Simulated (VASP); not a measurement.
Input:

```xyz
6
Lattice="4.2759 0.0000 0.0000 0.0000 4.2759 0.0000 0.0000 0.0000 4.2759" Properties=species:S:1:pos:R:3 pbc="T T T"
Cu     3.2069     1.0690     3.2069
Cu     1.0690     3.2069     3.2069
Cu     3.2069     3.2069     1.0690
Cu     1.0690     1.0690     1.0690
O      0.0000     0.0000     0.0000
O      2.1379     2.1379     2.1379
```

Computed with PBEsol GGA, VASP's PBE PAW potentials (set 64) (plane waves; VASP 6.6.1). Numerical set-up: 520 eV cut-off, 5×5×5 Γ-centred mesh, Gaussian smearing of 0.050 eV, potentials Cu O.

Problem. The job: Cu$_{2}$O (cuprite), 6 atoms, PBEsol, static run, 520 eV, 5×5×5 Γ-centred mesh. Roughly how much core time does it take on a busy server core?

Solution. About 50 core-seconds (one run on a shared machine, a rough figure). It had 10 irreducible k-points, 33 bands, up to 2121 plane waves and 16 electronic steps.

The compound is Cu2O in the cuprite structure. This cell is one point of a volume scan, at 1.03 of the reference volume.
